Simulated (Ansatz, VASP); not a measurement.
Two plane-wave programs on Ca2Be

```
CELL_PARAMETERS angstrom
5.26598 0.00000 0.00000
-2.63299 4.56047 0.00000
0.00000 0.00000 3.20946
ATOMIC_POSITIONS crystal
Ca 0.33333 0.66667 0.50000
Ca 0.66667 0.33333 0.50000
Be 0.00000 0.00000 0.00000
```

Alike in both runs: functional PBE; k mesh 12 × 12 × 14; occupations gaussian, width 0.1 eV; no spin polarisation.

Ansatz relaxed the structure, and its values are those at the end. VASP's run is a single point on that final structure, the one shown.

|  | VASP | Ansatz |
| --- | --- | --- |
| version | VASP 6.6.1 | Ansatz 0.2.0 |
| potentials or method | VASP PAW PBE potentials, release 64 (Ca_sv, Be) | scalar-relativistic, plane waves, PAW |
| plane-wave cutoff (eV) | 520 | 420 |
| valence electrons in the cell | 22 | 22 |

|  | VASP | Ansatz | Ansatz less VASP |
| --- | --- | --- | --- |
| gap on the k mesh at the Fermi level (eV) | none | none | - |
| pressure (GPa) | 0.1 | 0.0 | -0.07 |

A gap of «none» marks a metal or a gap that the smearing closes. The functional is the same, so the differences come from potentials, cutoffs and numerics.
